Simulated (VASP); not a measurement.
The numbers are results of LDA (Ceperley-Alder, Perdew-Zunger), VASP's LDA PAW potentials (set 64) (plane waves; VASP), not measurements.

VASP ran on this input.

INCAR:
```
! general
SYSTEM  = ZnS
PREC    = Accurate
ENCUT   = 520
LREAL   = .False.   ! projection in real space or not
LASPH   = .True.
ICHARG  = 11   ! fixed density

! electronic loop
EDIFF   = 1E-7
NELM    = 100   ! most electronic steps
ALGO    = Normal   ! blocked Davidson
LMAXMIX = 4   ! l cut-off of mixed one-centre charges

! smearing
ISMEAR  = 0   ! Gaussian
SIGMA   = 0.05

! output
LWAVE   = .False.
LCHARG  = .False.
LORBIT  = 11   ! lm-projected
```

### POSCAR
```
ZnS
1.0
  1.8730307075  -3.2441843095   0.0000000000
  1.8730307075   3.2441843095   0.0000000000
  0.0000000000   0.0000000000   6.1359096395
Zn S
2 2
Direct
  0.6666670000   0.3333330000   0.5000871920
  0.3333330000   0.6666670000   0.0000871920
  0.6666670000   0.3333330000   0.8749128080
  0.3333330000   0.6666670000   0.3749128080
```

File KPOINTS:
```
k-points along high-symmetry lines
10
Line-mode
Reciprocal
  0.000000   0.000000   0.000000 ! GAMMA
  0.000000   0.500000   0.000000 ! M

  0.000000   0.500000   0.000000 ! M
 -0.333333   0.666667   0.000000 ! K

 -0.333333   0.666667   0.000000 ! K
  0.000000   0.000000   0.000000 ! GAMMA

  0.000000   0.000000   0.000000 ! GAMMA
  0.000000   0.000000   0.500000 ! A

  0.000000   0.000000   0.500000 ! A
  0.000000   0.500000   0.500000 ! L

  0.000000   0.500000   0.500000 ! L
 -0.333333   0.666667   0.500000 ! H

 -0.333333   0.666667   0.500000 ! H
  0.000000   0.000000   0.500000 ! A

  0.000000   0.500000   0.500000 ! L
  0.000000   0.500000   0.000000 ! M

 -0.333333   0.666667   0.500000 ! H
 -0.333333   0.666667   0.000000 ! K
```

POTCAR, in this order: Zn S (LDA.64 set). Program: vasp_std. Read from the step before: CHGCAR.

Output of the run:

### OSZICAR
```
       N       E                     dE             d eps       ncg     rms          rms(c)
DAV:   1     0.235559299976E+03    0.23556E+03   -0.17933E+04  3960   0.204E+03
DAV:   2     0.648845504370E+01   -0.22907E+03   -0.22347E+03  4082   0.393E+02
DAV:   3    -0.149612918082E+02   -0.21450E+02   -0.21250E+02  4754   0.119E+02
DAV:   4    -0.154331374596E+02   -0.47185E+00   -0.47137E+00  4554   0.176E+01
DAV:   5    -0.154416411971E+02   -0.85037E-02   -0.85016E-02  4842   0.220E+00
DAV:   6    -0.154418753188E+02   -0.23412E-03   -0.23407E-03  4610   0.371E-01
DAV:   7    -0.154418849649E+02   -0.96461E-05   -0.96458E-05  4878   0.658E-02
DAV:   8    -0.154418852915E+02   -0.32662E-06   -0.32650E-06  4582   0.121E-02
DAV:   9    -0.154418852997E+02   -0.81945E-08   -0.81237E-08  3454   0.213E-03
   1 F= -.15441885E+02 E0= -.15441885E+02  d E =-.117957E-10
```

### OUTCAR
```
 val. band max:        2.4942251022   @ k =   0.0000   0.0000   0.0000

 cond. band min:       4.7174890925   @ k =   0.0000   0.0000   0.0000



 k-point     1 :       0.0000    0.0000    0.0000
  band No.  band energies     occupation
      1     -11.0512      2.00000
      2      -9.9843      2.00000
      3      -4.2485      2.00000
      4      -4.2350      2.00000
      5      -4.2350      2.00000
      6      -4.1474      2.00000
      7      -4.1474      2.00000
      8      -3.7526      2.00000
      9      -3.7526      2.00000
     10      -3.6626      2.00000
     11      -3.6626      2.00000
     12      -3.5079      2.00000
     13      -3.2652      2.00000
     14       1.5057      2.00000
     15       1.5058      2.00000
     16       2.4123      2.00000
     17       2.4942      2.00000
     18       2.4942      2.00000
     19       4.7175      0.00000
     20       5.4812      0.00000
     21       8.6104      0.00000
     22       8.6105      0.00000

 k-point     2 :       0.0000    0.0556    0.0000
  band No.  band energies     occupation
      1     -11.0277      2.00000
      2      -9.9707      2.00000
      3      -4.2465      2.00000
      4      -4.2347      2.00000
      5      -4.2302      2.00000
      6      -4.1456      2.00000
      7      -4.1406      2.00000
      8      -3.7560      2.00000
      9      -3.7531      2.00000
     10      -3.6885      2.00000
     11      -3.6615      2.00000
     12      -3.4807      2.00000
     13      -3.2363      2.00000
     14       1.3044      2.00000
     15       1.4481      2.00000
     16       2.2559      2.00000
     17       2.3841      2.00000
     18       2.4648      2.00000
     19       4.9351      0.00000
     20       5.6692      0.00000
     21       8.4829      0.00000
     22       8.6802      0.00000

 k-point     3 :       0.0000    0.1111    0.0000
  band No.  band energies     occupation
      1     -10.9582      2.00000
      2      -9.9317      2.00000
...
```

The density is held fixed in this step, so its total energy and stress have no physical meaning.

The compound is ZnS in the wurtzite structure, the high-temperature form. It was relaxed first, which changed the volume by -6 %.
